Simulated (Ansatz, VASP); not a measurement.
**SiTe2: VASP beside Ansatz**

One calculation is typed for both programs; each brings its own data sets. How far apart do they land? Of the first pair: The structure shown is the end of the Ansatz relaxation below.

Program: Ansatz 0.2.0. Level of theory: plane waves, with VASP 6.6.1 beside it; single point at LDA. Results are calculated unless marked as measured.

### Step 1. The starting structure

The cell holds 3 atoms: 1 Si and 2 Te. Its edges and angles: a = 3.495 Å, b = 3.495 Å, c = 31.000 Å, α = 90.0°, β = 90.0°, γ = 120.0°. Vacuum lies along c.

### Step 2. Ansatz: relaxation, LDA

Ansatz runs on its default PAW (the set named soft_2) files.

This run makes the geometry at which the two programs are then compared.

The input, input.yaml:

```yaml
crystal:
  lattice:
    - [3.4952368538, 0.0, 0.0]
    - [-1.7476184269, 3.0269639076, 0.0]
    - [0.0, 0.0, 31.0]
  atoms:
    - { symbol: Si, position: [0.3333333333, 0.6666666667, 0.3225806452] }
    - { symbol: Te, position: [0.6666666667, 0.3333333333, 0.383335505] }
    - { symbol: Te, position: [0.6666666667, 0.3333333333, 0.2618257853] }
  periodic: [true, true, false]
kpoints:
  mp_grid: { grid: [12, 12, 1] }
hamiltonian:
  xc: lda
scf:
  occupations: { method: methfessel_paxton, width: 0.15 }
output:
  forces: true
  stress: true
  eigenvalues: true
  write_density: true
  write_potential: true
  elf: true
  volumetric_format: npy
relax:
  adjacent_minimum: "off"
  f_tol: 0.001
  max_steps: 60
  cell: { stress_2d_tol: 0.002 }
```

Started as:

```
$ ansatz run input.yaml --threads 2 --pin off --max-ram 5120MiB --backend cpu --events-out ev --progress --plain --runs-dir out
```

Numbers of over 12 decimals in the logs are rounded to 6 here.

The program printed:

```text
Engine: ansatz 0.2.0, aarch64-unknown-linux-gnu
Pseudopotentials: kind: paw
Pseudopotential: Si, paw, valence charge 4, recommended cutoff 420 eV (normal), Si.paw.azcp
Pseudopotential: Te, paw, valence charge 16, recommended cutoff 420 eV (normal), Te.paw.azcp
Functional definition: SPW92
  exchange = slater_x
  correlation = pw_c
Crystal: 3 atoms, lattice volume = 327.979 Å³
Basis set: ecut = 420 eV, 6373 PW (Γ)
Bands: 22, of which v1, the nominal top of the filled ones, is band 18 counted from 1 (17 counted from 0)
Symmetry: 12 space group operations
Space group: P-6m2 (ITA 187), of the structure as read, at distance tolerance 6.9e-5 Å
k-points: 19 of 144 (time reversal used)
Non-local potential: Si, projectors of the file, l = 0: 2, l = 1: 2, l = 2: 2
Non-local potential: Te, projectors of the file, l = 0: 2, l = 1: 2, l = 2: 2, l = 3: 2
PAW form: soft (Blöchl's): semilocal exchange-correlation on the pseudo side does not see the compensation charge
PAW frozen core: Si, regenerated for the run's functional, and the local potential with it (the file was generated under x = pbe(κ = 0.804, μ = 0.219515), c = pbe(β = 0.066725))
PAW frozen core: Te, regenerated for the run's functional, and the local potential with it (the file was generated under x = pbe(κ = 0.804, μ = 0.219515), c = pbe(β = 0.066725))
PAW one-centre angular grid: Si, 110 points (default); XC on 64 Gauss nodes
PAW one-centre angular grid: Te, 590 points (default); XC on 64 Gauss nodes
Initial density: superposition of atomic densities (neutral atoms: chi_scale 0, normalization atom), corrected by the library's trained network
Initial wavefunctions: pseudopotential atomic-orbital guess
Functional: x = slater, c = lda
SCF iter   1: F=—  HF=-14262.147358 eV  |F-HF|=—  |Δ(HF+E_count)|=         —  Δρ=2.31e-3  dr2=1.11e-2  ethr=1.77e-3  ⟨swp⟩=13.3  Hψ=3232  notcnv=0
preconditioner: auto → LDOS  [metal: Δε(μ)=0.027 eV  Ē_g=8.204 eV  σ=0.150 eV  W_gap=0.15  n_scr=18 (ndim 8)  ℏωp=8.2 eV  f_vac=0.737  D(μ)=2.74/eV (n_scr^D=12)  β→1.0]
SCF iter   2: F=—  HF=-14262.143958 eV  |F-HF|=—  |Δ(HF+E_count)|=   3.40e-3  S|Δr|=    0.00e0  Δρ=5.26e-4  dr2=9.76e-4  ethr=3.08e-5  ⟨swp⟩=3.1  Hψ=1067  notcnv=0  defer=4
SCF iter   3: F=—  HF=-14262.143736 eV  |F-HF|=—  |Δ(HF+E_count)|=   2.21e-4  S|Δr|=    0.00e0  Δρ=2.42e-4  dr2=2.33e-4  ethr=2.71e-6  ⟨swp⟩=2.9  Hψ=898  notcnv=0  defer=4
SCF iter   4: F=—  HF=-14262.143666 eV  |F-HF|=—  |Δ(HF+E_count)|=   7.02e-5  S|Δr|=    0.00e0  Δρ=5.95e-5  dr2=1.49e-5  ethr=6.47e-7  ⟨swp⟩=3.0  Hψ=925  notcnv=0  defer=4
SCF iter   5: F=—  HF=-14262.143700 eV  |F-HF|=—  |Δ(HF+E_count)|=   3.36e-5  S|Δr|=    0.00e0  Δρ=1.53e-5  dr2=1.26e-6  ethr=4.13e-8  ⟨swp⟩=3.6  Hψ=954  notcnv=0  defer=4
SCF iter   6: F=-14262.143700 eV  HF=-14262.143700 eV  |F-HF|=3.19e-8  |Δ(HF+E_count)|=   7.64e-8  S|Δr|=    0.00e0  Δρ=4.55e-6  dr2=7.72e-8  ethr=2.78e-10  ⟨swp⟩=19.1  Hψ=5292  notcnv=0
SCF 1 converged in 6 iterations: F = -14262.143700 eV  dr2 = 7.72e-8
  greatest PAW one-centre occupation: 0.999 electrons in one spin orbital (limit 2), on the Te atom at site 2 (counted from 0), in its partial waves of l = 2
relax step   1: F+E_penalty+E_count = -14262.14369991 eV  Δ(F+E_penalty+E_count) = +0.000e0 eV  max|allowed force component| = 3.058e-3 eV/Å  Δτ_max = 0.0000 Å  P = -0.007 N/m  Ω = 327.979 Å³  fix = [c, alpha, beta]  reactions: c -0.000 N/m  (6 SCF iters, dr2 threshold 1.00e-7 eV, accepted)
[...]
relax step   3: F+E_penalty+E_count = -14262.14370220 eV  Δ(F+E_penalty+E_count) = -2.181e-6 eV  max|allowed force component| = 9.609e-6 eV/Å  Δτ_max = 0.0004 Å  P = -0.000 N/m  Ω = 327.965 Å³  energy of the carried Pulay correction = +8.697e-7 eV  fix = [c, alpha, beta]  reactions: c -0.000 N/m  (4 SCF iters, dr2 threshold 4.42e-10 eV, accepted)
[...]
relax step   4: F+E_penalty+E_count = -14262.14370220 eV  Δ(F+E_penalty+E_count) = -3.638e-11 eV  max|allowed force component| = 5.499e-6 eV/Å  Δτ_max = 0.0000 Å  P = -0.000 N/m  Ω = 327.965 Å³  fix = [c, alpha, beta]  reactions: c -0.000 N/m  stress off target by 1.64e-4 N/m on what of the cell is left free  SCF on the basis re-selected at this cell (its energy is not comparable with the rows above)  (7 SCF iters)
basis re-selected at this cell: Δ(F+E_penalty+E_count) = -3.638e-11 eV, ΔP = +0.000 N/m vs the last step (what re-selecting the basis moved, of the pressure what is left beyond the Pulay correction that the steps carried, after the strain that the cell walked since its last selection, with what the two solves' SCF thresholds leave and, on support functions, any second-order correction that the steps lacked; it is no  [...]
WARN: The output density's exchange-correlation potential varies sharply where the density is thin. Do not read a vacuum level from v_tot or v_xc, or from such a field of the output density. On a cell that repeats whose density bears no net charge and no dipole along the vacuum's axis use v_es (v_loc + v_h of the components); under efield.dipole_correction with no amplitude use v_es + v_field, which holds any externa [...]
SCF converged after 7 iterations
Stability not checked: this state was not tested for a lower state beside it, because cold or Methfessel-Paxton smearing, or corrected tetrahedra, fill the levels in a way that the test cannot read (fill_not_monotonic; see scf.lower_state_search)
Free energy (F): -14262.143702 eV
Harris-Foulkes:  -14262.143702 eV  (|F-HF|=3.64e-12)
Internal energy: -14262.136592 eV  (E = F + TS)
E sigma→0 (E₀):  -14262.141925 eV
Entropy (-TS):   -0.007110 eV (-2.370 meV/atom)
Fermi energy:    -5.021514 eV
--- Per-component energies (eV) ---
  E_band       = -998.370204
  E_kinetic    = 404.754431
  E_local      = -64822.045472  (includes V_loc(G=0)·N_el)
  E_nonlocal   = -582.776289
  E_hartree    = 32513.372746
  E_xc         = -303.256360
  E_vxc        = -257.741138  (∫ρ·V_xc dr)
  E_paw        = -9505.471716  (= ΣΔE_a)
  E_vpaw       = -767.306809  (= ΣTr[D̂ρ^β])
  E_aug_tail   = -0.000404  (compensation charges beyond the density's cutoff)
  E_ewald      = 28031.844820
  E_core_change = 1.441653  (= ΣΔE_core)
  E_smearing   = -0.007110  (= −TS)
  E_closure    = 0.000000  (closes the sum)
  Σ components = -14262.143702   (vs F -14262.143702, Δ=0.00e0)
--- Forces (eV/Å), atoms counted from 1 ---
  atom   1  Si     0.00000000     0.00000000     0.00000000
  atom   2  Te     0.00000000    -0.00000000     0.00000550
  atom   3  Te    -0.00000000    -0.00000000    -0.00000550
  max |Σ_I F_I| component: 1.09e-15 eV/Å
--- 2D stress c σ (N/m, compression-positive) ---
       -0.000164      -0.000000      -0.000000
        0.000000      -0.000164      -0.000000
       -0.000000      -0.000000      -0.000000
  P = ½ c Tr σ = -0.0002 N/m
--- Band table (eV; the first three rows and the last of 19) ---
  k-point 0: bands = [... 14 lower, -4.2858, -4.2858, -3.7078, -3.0768, -3.0768, -1.2247, -1.2247, -0.8911]
  k-point 1: bands = [... 14 lower, -5.3929, -4.5643, -3.9145, -3.3365, -3.2707, -1.5773 (-1.5773°), -0.9750, -0.7056]
  k-point 2: bands = [... 14 lower, -7.0558, -5.4987, -5.1430, -3.7300, -3.3023, -2.1837, -0.5871, -0.4175]
  k-point 18: bands = [... 14 lower, -9.6834, -8.4865, -8.4635, -5.5299, -5.4268, -4.1525, -1.3720, 0.5060]
  ° read free of the cell's end (the report's vacuum.weakly_bound_levels)
--- Relaxed structure (3 steps of the walk, 3 accepted, 1 SCFs on fresh bases) ---
  F+E_penalty+E_count = -14262.14370220 eV   max|allowed force component| = 5.499e-6 eV/Å   (the final SCF, on the basis selected at the relaxed cell)
  cell:  # Å, volume = 327.9646 Å³
    - [3.495162, 0, 0]
    - [-1.747581, 3.026899, 0]
    - [0, 0, 31.0]
  atoms:
    - { symbol: Si, position: [0.333333, 0.666667, 0.322581] }
    - { symbol: Te, position: [0.666667, 0.333333, 0.383322] }
    - { symbol: Te, position: [0.666667, 0.333333, 0.261840] }
```

### Step 3. VASP: single point, LDA, relaxed cell, pair 1

The same cell, functional (in two slightly different forms), mesh and smearing now go to VASP, with its own data sets.

Lines of VASP's logs that name or quote its potential files are left out, and so is its time.

The input, INCAR:

```
SYSTEM = SiTe2
PREC = Accurate
ENCUT = 400
EDIFF = 1E-06
NELM = 120
ISMEAR = 1
SIGMA = 0.15
LREAL = .FALSE.
ALGO = Normal
GGA = PW92
NBANDS = 14
LORBIT = 11
LWAVE = .FALSE.
LCHARG = .FALSE.
ISIF = 2
LDIPOL = .TRUE.
IDIPOL = 3
DIPOL = 0.5 0.5 0.323
LVHAR = .TRUE.
LASPH = .TRUE.
GGA_COMPAT = .FALSE.
NELMDL = -8
KPAR = 2
```

The input, POSCAR:

```
SiTe2
1.0
    3.4951620358      0.0000000000      0.0000000000
   -1.7475810179      3.0268991134      0.0000000000
    0.0000000000      0.0000000000     31.0000000000
Si Te
1 2
Direct
    0.3333333333      0.6666666667      0.3225806452
    0.6666666666      0.3333333334      0.3833216943
    0.6666666666      0.3333333334      0.2618395960
```

The input, KPOINTS:

```
Automatic mesh
0
Gamma
12 12 1
0 0 0
```

PAW data sets: Si and Te (LDA family, release 64).

Started as:

```
$ mpirun -np 2 vasp_std
```

The program printed:

```text
[banner, memory and clock lines left out]
running    2 mpi-ranks, on    1 nodes
 distrk:  each k-point on    1 cores,    2 groups
 distr:  one band on    1 cores,    1 groups

 POSCAR found type information on POSCAR SiTe
 POSCAR found :  2 types and       3 ions
|                                                                             |
|               ----> ADVICE to this user running VASP <----                  |
|                                                                             |
|     You enforced a specific xc type in the INCAR file but a different       |
|     [... a line on the potential file left out ...]
|     I HOPE YOU KNOW WHAT YOU ARE DOING!                                     |
|                                                                             |

 LDA part: xc-table for (Slater(with rela. corr.)+PW92), standard interpolation
 POSCAR, INCAR and KPOINTS ok, starting setup
 FFT: planning ... GRIDC
 FFT: planning ... GRID_SOFT
 FFT: planning ... GRID
 WAVECAR not read
 entering main loop
       N       E                     dE             d eps       ncg     rms          rms(c)
DAV:   1     0.968415981761E+02    0.96842E+02   -0.39381E+03   532   0.624E+02
DAV:   2    -0.339333898286E+01   -0.10023E+03   -0.92415E+02   856   0.120E+02
DAV:   3    -0.125203659507E+02   -0.91270E+01   -0.89715E+01   700   0.458E+01
DAV:   4    -0.127786689993E+02   -0.25830E+00   -0.25770E+00   724   0.969E+00
DAV:   5    -0.127887718225E+02   -0.10103E-01   -0.10102E-01   834   0.203E+00
DAV:   6    -0.127889853272E+02   -0.21350E-03   -0.21350E-03   782   0.201E-01
DAV:   7    -0.127889896044E+02   -0.42771E-05   -0.42774E-05   852   0.321E-02
DAV:   8    -0.127889896720E+02   -0.67618E-07   -0.67493E-07   638   0.329E-03    0.969E+00
DAV:   9    -0.126692485835E+02    0.11974E+00   -0.14174E-01   658   0.278E+00    0.527E+00
DAV:  10    -0.126493505121E+02    0.19898E-01   -0.59263E-02   714   0.133E+00    0.798E-01
DAV:  11    -0.126489576959E+02    0.39282E-03   -0.45856E-03   712   0.430E-01    0.318E-01
DAV:  12    -0.126488571132E+02    0.10058E-03   -0.66262E-04   766   0.151E-01    0.101E-01
DAV:  13    -0.126489890818E+02   -0.13197E-03   -0.11427E-04   622   0.622E-02    0.214E-02
DAV:  14    -0.126491443080E+02   -0.15523E-03   -0.51424E-05   622   0.323E-02    0.253E-02
DAV:  15    -0.126493683993E+02   -0.22409E-03   -0.30814E-05   598   0.255E-02    0.812E-03
DAV:  16    -0.126495801051E+02   -0.21171E-03   -0.40029E-05   628   0.227E-02    0.735E-03
DAV:  17    -0.126496835914E+02   -0.10349E-03   -0.42869E-06   664   0.818E-03    0.853E-03
DAV:  18    -0.126497379992E+02   -0.54408E-04   -0.50883E-06   652   0.778E-03    0.288E-03
DAV:  19    -0.126497744894E+02   -0.36490E-04   -0.12009E-06   646   0.366E-03    0.244E-03
DAV:  20    -0.126497860524E+02   -0.11563E-04   -0.37051E-07   532   0.208E-03    0.170E-03
DAV:  21    -0.126497911658E+02   -0.51134E-05   -0.14568E-07   542   0.124E-03    0.403E-04
DAV:  22    -0.126497934085E+02   -0.22427E-05   -0.48262E-08   516   0.741E-04    0.216E-04
DAV:  23    -0.126497950896E+02   -0.16811E-05   -0.31870E-08   492   0.531E-04    0.230E-04
DAV:  24    -0.126497955652E+02   -0.47556E-06   -0.38910E-09   498   0.236E-04
   1 F= -.12649796E+02 E0= -.12647467E+02  d E =-.698653E-02
```

Parts of OUTCAR (step 3):

```text
ion  position               nearest neighbor table
   1  0.333  0.667  0.323-   2 2.76   2 2.76   2 2.76   3 2.76   3 2.76   3 2.76
   2  0.667  0.333  0.383-   1 2.76   1 2.76   1 2.76
   3  0.667  0.333  0.262-   1 2.76   1 2.76   1 2.76

  LATTYP: Found a hexagonal cell.
 ALAT       =     3.4951620358
 C/A-ratio  =     8.8694028152

 Subroutine GETGRP returns: Found 12 space group operations
 (whereof  6 operations were pure point group operations)

The static configuration has the point symmetry C_3v.
 The point group associated with its full space group is D_3h.

 Found     19 irreducible k-points:

   k-points           NKPTS =     19   k-points in BZ     NKDIM =     19   number of bands    NBANDS=     14

   dimension x,y,z NGX =    24 NGY =   24 NGZ =  210
   dimension x,y,z NGXF=    48 NGYF=   48 NGZF=  420

   ENCUT  =  400.0 eV  29.40 Ry    5.42 a.u.   5.70  5.70 50.55*2*pi/ulx,y,z

   NELECT =      16.0000    total number of electrons

 k-points in reciprocal lattice and weights: Automatic mesh
   0.00000000  0.00000000  0.00000000       0.007
   0.08333333  0.00000000  0.00000000       0.042
   0.16666667  0.00000000  0.00000000       0.042
   0.25000000  0.00000000  0.00000000       0.042
   0.33333333  0.00000000  0.00000000       0.042
   0.41666667  0.00000000  0.00000000       0.042
   0.50000000  0.00000000  0.00000000       0.021
   0.08333333  0.08333333  0.00000000       0.042
   0.16666667  0.08333333  0.00000000       0.083
[...]
0.33333333  0.25000000  0.00000000       0.083
   0.33333333  0.33333333  0.00000000       0.014

 dipolmoment           0.000000      0.000000      0.000003 electrons x Angstroem

 average (electrostatic) potential at core
       1 -93.4909       2 -97.3830       3 -97.3830

 E-fermi :  -2.1985

 k-point     1 :       0.0000    0.0000    0.0000
  band No.  band energies     occupation
      1     -15.8980      2.00000
      2     -14.6775      2.00000
      3      -9.4423      2.00000
      4      -5.4387      2.00000
      5      -1.4692     -0.00000
      6      -1.4692     -0.00000
      7      -0.8761     -0.00000
      8      -0.2468     -0.00000
      9      -0.2468     -0.00000
    ...

 k-point     2 :       0.0833    0.0000    0.0000
  band No.  band energies     occupation
      1     -15.7966      2.00000
      2     -14.5825      2.00000
      3      -9.3608      2.00000
      4      -5.3494      2.00000
      5      -2.5755      2.00218
      6      -1.7488     -0.00019
      7      -1.0856     -0.00000
      8      -0.5085     -0.00000
      9      -0.4421     -0.00000
     10       1.2319      0.00000
    ...

 k-point     3 :       0.1667    0.0000    0.0000
  band No.  band energies     occupation
    ...
      3      -9.1359      2.00000
      4      -5.1047      2.00000
      5      -4.2415      2.00000
      6      -2.6729      2.00007
      7      -2.3291      2.01206
      8      -0.9040     -0.00000
      9      -0.4752     -0.00000
     10       0.6303     -0.00000
     11       2.2272      0.00000
     12       2.4033      0.00000
    ...

  Total        0.0319176      0.0319176      0.0677275     -0.0000000      0.0000000      0.0000000
  in kB        0.1559243      0.1559243      0.3308633     -0.0000000      0.0000000      0.0000000
  external PRESSURE =       0.2142373 kB  Pullay stress =       0.0000000 kB

  energy-cutoff  :      400.00
  volume of cell :      327.96
      direct lattice vectors                 reciprocal lattice vectors
     3.495162036  0.000000000  0.000000000     0.286109768  0.165185552  0.000000000
    -1.747581018  3.026899113  0.000000000     0.000000000  0.330371103  0.000000000
     0.000000000  0.000000000 31.000000000     0.000000000  0.000000000  0.032258065

 POSITION                                       TOTAL-FORCE (eV/Angst)
 -----------------------------------------------------------------------------------
     -0.00000      2.01793     10.00000        -0.000000      0.000000      0.000000
      1.74758      1.00897     11.88297         0.000000      0.000000      0.021349
      1.74758      1.00897      8.11703         0.000000     -0.000000     -0.021349
 -----------------------------------------------------------------------------------
    total drift:                                0.000000     -0.000000      0.000031

  FREE ENERGIE OF THE ION-ELECTRON SYSTEM (eV)
  ---------------------------------------------------
  free  energy   TOTEN  =       -12.6497955652 eV

  energy  without entropy=      -12.6428090400  energy(sigma->0) =      -12.64746672

 vacuum level on the upper side and lower side of the slab         2.825         2.825

 total charge
# of ion       s       p       d       tot
------------------------------------------
    1        0.867   0.686   0.000   1.553
    2        1.417   1.881   0.056   3.354
    3        1.417   1.881   0.056   3.354
--------------------------------------------------
tot          3.700   4.449   0.112   8.262

[... 3 further parts left out ...]
```

The run ends at a pressure of 0.02 GPa, with forces up to 0.021 eV/Å.

### Step 4. Differences

Known differences besides the potentials themselves: Ansatz cuts the interaction across the vacuum, VASP repeats the sheet with a dipole correction; the data sets hold 36 valence electrons in Ansatz (on its default PAW (the set named soft_2) files) and 16 in VASP; the cutoff is 420 eV in Ansatz and 400 eV in VASP; VASP's log shows a relativistic correction to its local exchange, Ansatz's none. Total energies have different zeros and are not compared.

At this near-relaxed geometry the largest component of a force difference is 21 meV/Å. With vacuum in the cell, a pressure given here is an average over mostly empty space and none of the material.

### Step 5. Ansatz: relaxation, LDA

The two programs are compared at the cell with which this relaxation starts, whose forces are those of its first step.

The structure compared here is the start of the Ansatz relaxation; VASP solves that cell, so the two are compared at the walk's first step.

input.yaml, the sections that differ from step 2:

```yaml
crystal:
  lattice:
    - [3.68, 0.0, 0.0]
    - [-1.84, 3.18697, 0.0]
    - [0.0, 0.0, 20.0]
  atoms:
    - { symbol: Si, position: [0.333333, 0.666667, 0.5] }
    - { symbol: Te, position: [0.666667, 0.333333, 0.59] }
    - { symbol: Te, position: [0.666667, 0.333333, 0.41] }
  periodic: [true, true, false]
scf:
  occupations: { method: gaussian, width: 0.1 }
relax:
  adjacent_minimum: "off"
  f_tol: 0.005
  max_steps: 80
  cell: { stress_2d_tol: 0.02 }
# kpoints, hamiltonian, output: as in step 2
```

Started as:

```
$ ansatz run input.yaml --threads 2 --pin off --max-ram 5120MiB --backend cpu --events-out ev --progress --plain --runs-dir out
```

The program printed:

```text
[...]
° read free of the cell's end (the report's vacuum.weakly_bound_levels)
--- Relaxed structure (5 steps of the walk, 5 accepted, 1 SCFs on fresh bases) ---
[...]
cell:  # Å, volume = 327.9786 Å³
    - [3.495237, 0, 0]
    - [-1.747618, 3.026964, 0]
    - [0, 0, 31.0]
  atoms:
    - { symbol: Si, position: [0.333333, 0.666667, 0.322581] }
    - { symbol: Te, position: [0.666667, 0.333333, 0.383336] }
    - { symbol: Te, position: [0.666667, 0.333333, 0.261826] }
[key lines of the parts left out:]
SCF converged after 7 iterations
Free energy (F): -14262.148492 eV
Fermi energy:    -5.017062 eV
P = ½ c Tr σ = -0.0093 N/m
```

[end of part 1 of 2]

[Lines on the potential files, build, host, timing and source positions are cut from VASP's logs without a mark.]

[Logs are printed without paths, hosts, clocks, repeated set-up lines and the standing remarks that a program may print on its own settings, such as how far it seeks lower states.]

[Hosts, paths, dates, database ids (printed as entryN), source tags and the programs' standing remarks are cut or masked in the printed files.]
